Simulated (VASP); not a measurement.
Consider the following.

```
CELL_PARAMETERS angstrom
      2.40261     0.00000     0.00000
      0.00000     2.40261     0.00000
      0.00000     0.00000     2.40261
ATOMIC_POSITIONS crystal
  V  0.00000 0.00000 0.00000
```

Computed with PBEsol GGA, VASP's PBE PAW potentials (set 64) (plane waves; VASP 6.6.1). Run with 400 eV cut-off, 17×17×17 Γ-centred mesh, tetrahedra with Blöchl corrections, potentials V_sv.

Q: Estimate the energy per atom (σ→0), band gap (on the k-mesh) with the smallest direct gap where there is one.

A: 
```
Quantity                                                     Value
------------------------  ----------------------------------------
band gap (on the k-mesh)  none (metal, semimetal or under 0.01 eV)
energy per atom (σ→0)                       -845.3 kJ/mol of atoms
```

Only differences to runs with the same potentials and settings are physical.

The structure was generated: V was put into the simple-cubic type (Pm-3m), which need not be its known phase. It was relaxed first, which changed the volume by -10 %. The run is not spin-polarised, so no magnetic state was tried.
